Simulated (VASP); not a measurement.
# YB6: phonons from a supercell, part 3 of 3

Aim: the phonon dispersion and thermal properties of YB6. The start is a cell from a database of measured crystal structures.

VASP 6.6.1; PBEsol; plane waves and PAW (Y_sv, B).

So far. Step 2 (Relax the host): The run ended after 7 ionic steps, 0.231 eV below its first step, once forces and stress met EDIFFG = -0.02. Step 3 (Tight relaxation): The run ended after 4 ionic steps, 0.000 eV below its first step, once forces and stress met EDIFFG = -0.002.

The database entry behind the starting cell differs from later determinations by our own check (about 0.3 % long, ideal inner coordinate), so it need not match the best structure at ambient conditions.

### 4. Force constants in the supercell

System of this step: YB6. It takes space group Pm-3m (No. 221, cubic). The conventional cell has a = 4.077 Å, b = 4.077 Å, c = 4.077 Å, α = 90.00°, β = 90.00°, γ = 90.00°. Nearest to Y lie 24 B at 2.99 Å. Nearest to B lie 6 B at 1.62 to 2.46 Å and 4 Y at 2.99 Å. Farther neighbours are not listed.

Each independent atom is moved by 0.015 Å both ways; the forces give the force constants out to half the supercell.

Contents of INCAR:

```
SYSTEM = YB6
PREC = Accurate
ENCUT = 390
EDIFF = 1E-07
NELM = 120
ISMEAR = 1
SIGMA = 0.2
LREAL = .FALSE.
ALGO = Fast
GGA = PS
LWAVE = .FALSE.
LCHARG = .FALSE.
KPAR = 4
IBRION = 6
NSW = 1
NFREE = 2
POTIM = 0.015
ISIF = 0
ADDGRID = .TRUE.
```

Contents of POSCAR:

```
YB6
1.0
   -4.0769813372      4.0769813372      4.0769813372
    4.0769813372     -4.0769813372      4.0769813372
    4.0769813372      4.0769813372     -4.0769813372
Y B
4 24
Direct
    0.0000000000      0.0000000000      0.0000000000
    0.5000000000      0.5000000000      0.0000000000
    0.5000000000      0.0000000000      0.5000000000
    0.0000000000      0.5000000000      0.5000000000
    0.6505950088      0.6505950088      0.5000000000
    0.1505950088      0.1505950088      0.5000000000
    0.1505950088      0.6505950088      0.0000000000
    0.6505950088      0.1505950088      0.0000000000
    0.3494049912      0.3494049913      0.5000000000
    0.8494049913      0.8494049913      0.5000000000
    0.8494049913      0.3494049913      0.0000000000
    0.3494049913      0.8494049913      0.0000000000
    0.6505950088      0.5000000000      0.6505950088
    0.1505950088      0.0000000000      0.6505950088
    0.1505950088      0.5000000000      0.1505950088
    0.6505950088      0.0000000000      0.1505950088
    0.5000000000      0.6505950088      0.6505950088
    0.0000000000      0.1505950088      0.6505950088
    0.0000000000      0.6505950088      0.1505950088
    0.5000000000      0.1505950088      0.1505950088
    0.3494049912      0.5000000000      0.3494049913
    0.8494049913      0.0000000000      0.3494049912
    0.8494049913      0.5000000000      0.8494049913
    0.3494049913      0.0000000000      0.8494049913
    0.5000000000      0.3494049912      0.3494049912
    0.0000000000      0.8494049913      0.3494049912
    0.0000000000      0.3494049912      0.8494049913
    0.5000000000      0.8494049913      0.8494049913
```

Contents of KPOINTS:

```
Automatic mesh
0
Gamma
5 5 5
0 0 0
```

Potentials, in the order of the species: Y_sv and B (PBE family, release 64).

Started as:

```
mpirun -np 4 vasp_std
```

What it wrote:

```text
[banner, memory and clock lines left out]
running    4 mpi-ranks, on    1 nodes
[...]
|                                                                             |
|               ----> ADVICE to this user running VASP <----                  |
|                                                                             |
|     You have a (more or less) 'large supercell' and for larger cells it     |
|     might be more efficient to use real-space projection operators.         |
|     Therefore, try LREAL= Auto in the INCAR file.                           |
|     Mind: For very accurate calculation, you might also keep the            |
|     reciprocal projection scheme (i.e. LREAL=.FALSE.).                      |
|                                                                             |

 [... a notice as in an earlier step ...]

 LDA part: xc-table for (Slater+PW92), standard interpolation
 POSCAR, INCAR and KPOINTS ok, starting setup
[...]
entering main loop
       N       E                     dE             d eps       ncg     rms          rms(c)
DAV:   1     0.415561877940E+03    0.41556E+03   -0.47264E+04  1460   0.122E+03
DAV:   2    -0.203416577889E+03   -0.61898E+03   -0.59815E+03  1782   0.295E+02
DAV:   3    -0.239580703552E+03   -0.36164E+02   -0.35828E+02  1920   0.607E+01
DAV:   4    -0.241381744997E+03   -0.18010E+01   -0.17978E+01  2208   0.110E+01
[...]
RMM:  20    -0.207291334531E+03    0.42089E-03   -0.15981E-03  1813   0.145E-01    0.157E-01
RMM:  21    -0.207291364128E+03   -0.29597E-04   -0.49888E-04  1853   0.657E-02    0.236E-01
RMM:  22    -0.207291323293E+03    0.40835E-04   -0.35220E-04  2002   0.413E-02    0.707E-02
WARNING in EDDRMM: call to ZHEGV failed, returncode =   6  3     22
RMM:  23    -0.207291334079E+03   -0.10786E-04   -0.14132E-04  2151   0.241E-02    0.125E-02
 num prob  num prob  num prob RMM:  24    -0.207291337194E+03   -0.31149E-05   -0.30402E-05  2202   0.113E-02    0.644E-03
 num prob  num prob  num prob  num prob  num prob  num prob  num prob  num prob WARNING in EDDRMM: call to ZHEGV failed, returncode =   8  4     49
 num prob RMM:  25    -0.207291338697E+03   -0.15032E-05   -0.11921E-05  2134   0.663E-03    0.445E-03
 num prob  num prob  num prob  num prob  num prob  num prob  num prob  num prob  num prob  num prob  num prob  num prob  num prob  num prob  num prob  num prob  num prob  num prob  num prob  num prob  num prob  num prob  num prob  num prob  num prob  num prob  num prob RMM:  26    -0.207291339207E+03   -0.50971E-06   -0.35154E-06  1654   0.391E-03    0.453E-03
[...]
5 F= -.20728981E+03 E0= -.20728280E+03  d E =-.210352E-01
[...]
num prob  num prob  num prob  num prob  num prob  num prob  num prob  num prob  num prob  num prob  num prob  num prob  num prob  num prob  num prob  num prob  num prob  num prob  num prob  num prob  num prob  num prob  num prob  num prob  num prob  num prob  num prob  num prob  num prob  num prob  num prob  num prob  num prob  num prob WARNING in EDDRMM: call to ZHEGV failed, returncode =   6  3     45
[...]
num prob  num prob WARNING in EDDRMM: call to ZHEGV failed, returncode =   6  3     23
 num prob WARNING in EDDRMM: call to ZHEGV failed, returncode =   8  4     42
[...]
WARNING in EDDRMM: call to ZHEGV failed, returncode =   8  4     45
[...]
num prob  num prob  num prob WARNING in EDDRMM: call to ZHEGV failed, returncode =   8  4     34
[...]
num prob  num prob  num prob  num prob  num prob  num prob  num prob  num prob  num prob  num prob  num prob  num prob  num prob  num prob  num prob  num prob  num prob  num prob  num prob  num prob WARNING in EDDRMM: call to ZHEGV failed, returncode =   6  3     27
[...]
num prob  num prob  num prob  num prob  num prob  num prob  num prob  num prob  num prob  num prob  num prob  num prob  num prob  num prob  num prob  num prob  num prob  num prob  num prob  num prob  num prob  num prob  num prob  num prob  num prob  num prob  num prob WARNING in EDDRMM: call to ZHEGV failed, returncode =   8  4     32
[...]
num prob  num prob  num prob  num prob  num prob  num prob  num prob  num prob WARNING in EDDRMM: call to ZHEGV failed, returncode =   8  4     36
[...]
num prob  num prob WARNING in EDDRMM: call to ZHEGV failed, returncode =   6  3     23
[...]
num prob  num prob WARNING in EDDRMM: call to ZHEGV failed, returncode =   8  4     36
[...]
num prob  num prob  num prob  num prob  num prob  num prob WARNING in EDDRMM: call to ZHEGV failed, returncode =   8  4     56
[...]
|     The electronic self-consistency was not achieved in the given           |
   6 F= -.20529788E+03 E0= -.20528952E+03  d E =-.250646E-01
[...]
WARNING in EDDRMM: call to ZHEGV failed, returncode =   8  4     41
[...]
WARNING in EDDRMM: call to ZHEGV failed, returncode =   6  3     25
WARNING in EDDRMM: call to ZHEGV failed, returncode =   8  4     48
[...]
num prob  num prob  num prob  num prob  num prob  num prob  num prob  num prob  num prob  num prob  num prob  num prob  num prob  num prob  num prob  num prob  num prob  num prob  num prob  num prob  num prob  num prob  num prob  num prob  num prob  num prob  num prob  num prob  num prob  num prob  num prob  num prob  num prob  num prob  num prob  num prob  num prob  num prob  num prob  num prob  num prob  num prob  num prob  num prob  num prob  num prob  num prob  num prob  num prob  num prob  num prob WARNING in EDDRMM: call to ZHEGV failed, returncode =   6  3     31
   7 F= -.20728676E+03 E0= -.20727980E+03  d E =-.208935E-01
 Finite differences progress:
  Degree of freedom:   3/  3
  Displacement:        2/  2
  Total:               6/  6
```

It took 25 min on 4 MPI ranks of Intel Xeon Platinum 8488C (Sapphire Rapids), shared host; peak memory 3.5 GiB.

OUTCAR, selected parts (step 4):

```text
 k-point     1 :       0.0000    0.0000    0.0000
  band No.  band energies     occupation
    ...
     52       3.5502      2.00000
     53       3.5841      2.00000
     54       4.5376      2.00000
     55       4.5376      2.00000
     56       4.5429      2.00000
     57       7.5612     -0.00000
     58       7.5639     -0.00000
     59       7.6344     -0.00000
     60       7.6460     -0.00000
     61       7.6460     -0.00000
    ...

 POSITION                                       TOTAL-FORCE (eV/Angst)
 -----------------------------------------------------------------------------------
      0.00000      0.00000      0.00000         0.001103      0.001103      0.000963
      0.00000      0.00000      4.07698        -0.001103     -0.001103      0.000963
      0.00000      4.07698      0.00000         0.001103     -0.001103      0.000963
      4.07698      0.00000      0.00000        -0.001103      0.001103      0.000963
      2.03849      2.03849      3.25144        -0.000000     -0.000000      0.621600
      2.03849      2.03849     -0.81054        -0.000000     -0.000000     -0.023463
      2.03849     -2.03849      3.26644        -0.000000     -0.000000     -0.012890
     -2.03849      2.03849      3.26644        -0.000000      0.000000     -0.012890
      2.03849      2.03849      0.81054        -0.000000     -0.000000     -0.040442
      2.03849      2.03849      4.88753        -0.000000     -0.000000     -0.240766
     -2.03849      2.03849      4.88753        -0.000000     -0.000000      0.011145
      2.03849     -2.03849      4.88753        -0.000000      0.000000      0.011145
      2.03849      3.26644      2.03849         0.000000      0.030130     -0.077998
      2.03849      3.26644     -2.03849         0.000000     -0.013412     -0.007604
[...]
-----------------------------------------------------------------------------------
    total drift:                                0.000000      0.000000      0.000401

  FREE ENERGIE OF THE ION-ELECTRON SYSTEM (eV)
  ---------------------------------------------------
  free  energy   TOTEN  =      -207.2867636254 eV

  energy  without entropy=     -207.2658701744  energy(sigma->0) =     -207.27979914

 Eigenvectors and eigenvalues of the dynamical matrix
 ----------------------------------------------------

   1 f  =   37.688908 THz   236.806391 2PiTHz 1257.166639 cm-1   155.868728 meV
             X         Y         Z           dx          dy          dz
      0.000000  0.000000  0.000000    -0.000000    0.000000    0.000000
      0.000000  0.000000  4.076981     0.000000   -0.000000    0.000000
      0.000000  4.076981  0.000000    -0.000000    0.000000    0.000000
      4.076981  0.000000  0.000000     0.000000    0.000000    0.000000
      2.038491  2.038491  3.266437     0.000000   -0.000000   -0.329180
[...]
3 f  =   37.688908 THz   236.806391 2PiTHz 1257.166639 cm-1   155.868728 meV
             X         Y         Z           dx          dy          dz
      0.000000  0.000000  0.000000     0.000000   -0.000000    0.000000
      0.000000  0.000000  4.076981    -0.000000   -0.000000    0.000000
      0.000000  4.076981  0.000000     0.000000   -0.000000    0.000000
      4.076981  0.000000  0.000000     0.000000    0.000000    0.000000
      2.038491  2.038491  3.266437     0.000000    0.000000   -0.066282
      2.038491  2.038491 -0.810545     0.000000    0.000000    0.066037
      2.038491 -2.038491  3.266437    -0.000000   -0.000000   -0.044123
     -2.038491  2.038491  3.266437     0.000000   -0.000000    0.044369
      2.038491  2.038491  0.810545    -0.000000    0.000000    0.066282
      2.038491  2.038491  4.887526     0.000000    0.000000   -0.066037
     -2.038491  2.038491  4.887526    -0.000000   -0.000000    0.044123
      2.038491 -2.038491  4.887526    -0.000000   -0.000000   -0.044369
      2.038491  3.266437  2.038491     0.000000   -0.348864   -0.000000
      2.038491  3.266437 -2.038491     0.000000    0.348824    0.000000
[...]
4.887526  2.038491 -2.038491    -0.011882   -0.000000   -0.000000
      4.887526  2.038491  2.038491     0.011842   -0.000000    0.000000

   4 f  =   37.126470 THz   233.272490 2PiTHz 1238.405735 cm-1   153.542673 meV
             X         Y         Z           dx          dy          dz
      0.000000  0.000000  0.000000    -0.000183   -0.001208    0.000730
      0.000000  0.000000  4.076981     0.000021   -0.000969   -0.000730
      0.000000  4.076981  0.000000    -0.000021    0.001208    0.001106
      4.076981  0.000000  0.000000     0.000183    0.000969   -0.001106
      2.038491  2.038491  3.266437     0.000463    0.012881   -0.052079
      2.038491  2.038491 -0.810545     0.092475   -0.005993    0.052079
      2.038491 -2.038491  3.266437    -0.092475   -0.012881    0.004173
     -2.038491  2.038491  3.266437    -0.000463    0.005993   -0.004173
      2.038491  2.038491  0.810545     0.000463    0.012881   -0.052079
      2.038491  2.038491  4.887526     0.092475   -0.005993    0.052079
     -2.038491  2.038491  4.887526    -0.092475   -0.012881    0.004173
      2.038491 -2.038491  4.887526    -0.000463    0.005993   -0.004173
      2.038491  3.266437  2.038491     0.015384   -0.063278    0.010338
      2.038491  3.266437 -2.038491     0.093745    0.025317   -0.010338
[...]
4.887526  2.038491 -2.038491    -0.204124    0.000000   -0.000000
      4.887526  2.038491  2.038491    -0.204124   -0.000000    0.000000

 ELASTIC MODULI CONTR FROM IONIC RELAXATION (kBar)
 Direction    XX          YY          ZZ          XY          YZ          ZX
 --------------------------------------------------------------------------------
 XX           0.0000      0.0000      0.0000      0.0000      0.0000      0.0000
 YY           0.0000      0.0000      0.0000      0.0000      0.0000      0.0000
 ZZ           0.0000      0.0000      0.0000      0.0000      0.0000      0.0000
 XY           0.0000      0.0000      0.0000      0.0000      0.0000      0.0000
 YZ           0.0000      0.0000      0.0000      0.0000      0.0000      0.0000
 ZX           0.0000      0.0000      0.0000      0.0000      0.0000      0.0000
 --------------------------------------------------------------------------------

[... 1 part as in an earlier step ...]

[... 17 further parts left out ...]
[key lines of the parts left out:]
E-fermi :   6.5073
```

The electronic loop did not meet EDIFF within NELM cycles, so this run is left out of the comparison.

### 5. Summary of results

- result: none

The session ends without its result: «force constants in the supercell» did not converge.

[Lines on the potential files, build, host, timing and source positions are cut from VASP's logs without a mark.]

[Logs are printed without paths, hosts, clocks, repeated set-up lines and the standing remarks that a program may print on its own settings, such as how far it seeks lower states.]

[Hosts, paths, dates, database ids (printed as entryN), source tags and the programs' standing remarks are cut or masked in the printed files.]

[Runs that stopped without an error message from VASP are left out.]
